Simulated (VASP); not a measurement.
A run of VASP 6.6.1 is set up as follows.

The input INCAR:

```
SYSTEM = MnI2
PREC     = Accurate       ! precision mode
ENCUT    = 450            ! plane-wave cutoff, eV
EDIFF    = 1E-6           ! SCF threshold, eV
ISMEAR   = 0              ! smearing method
SIGMA    = 0.05           ! smearing width, eV
LREAL    = .FALSE.        ! projectors in reciprocal space
LASPH    = .TRUE.         ! aspherical terms in the spheres
NELM     = 150            ! most SCF steps
ALGO     = Normal         ! electronic algorithm
ISIF     = 2              ! what is computed and relaxed
LWAVE    = .FALSE.        ! write WAVECAR
LCHARG   = .FALSE.        ! write CHGCAR
MAGMOM   = 0 0 5 0 0 5 0 0 0 0 0 0 0 0 0 0 0 0 ! initial moments
LORBIT   = 11             ! projections on sites
LSORBIT  = .TRUE.         ! spin-orbit coupling
GGA_COMPAT= .FALSE.      
LORBMOM  = .TRUE.       
LMAXMIX  = 4              ! l up to which the mixer works
LDAU     = .TRUE.         ! DFT+U
LDAUTYPE = 2            
LDAUL    = 2 -1           ! shell
LDAUU    = 4 0            ! U, eV
LDAUJ    = 0 0          
LDAUPRINT= 1            
GGA      = PS             ! functional
ISYM     = 0
```

Contents of KPOINTS:

```
Automatic mesh
0
G
  6 6 2
  0 0 0
```

Contents of POSCAR:

```
MnI2
1.0
    4.1600013200      0.0000000000      0.0000000000
   -2.0800006600      3.6026668200      0.0000000000
    0.0000000000      0.0000000000     13.6399982000
Mn I
2 4
Direct
    0.0000000000      0.0000000000      0.0000000000
    0.0000000000      0.0000000000      0.5000000000
    0.3333333333      0.6666666667      0.1250000000
    0.6666666667      0.3333333333      0.3750000000
    0.3333333333      0.6666666667      0.6250000000
    0.6666666667      0.3333333333      0.8750000000
```

Potentials or basis: VASP PAW PBE potentials, release 64 (Mn_pv, I).

The run is started by

```bash
$ cat potpaw_PBE.64/Mn_pv/POTCAR potpaw_PBE.64/I/POTCAR > POTCAR
$ mpirun -np 1 vasp_ncl > vasp.out
```

(1) Estimate the net moment.

(2) Estimate the pressure.

(3) What does it give for the largest force?

Answers

(1) 10.00 μB per cell.

(2) -1.2 GPa.

(3) 0.300 eV/Å.

Caveat: the PAW data sets were made with another functional, which shifts forces and pressure a little; the cell's inner coordinates are idealised or old, which leaves forces on the atoms; this functional lacks dispersion, which binds the layers, so the pressure and a relaxed spacing across them are unreliable.
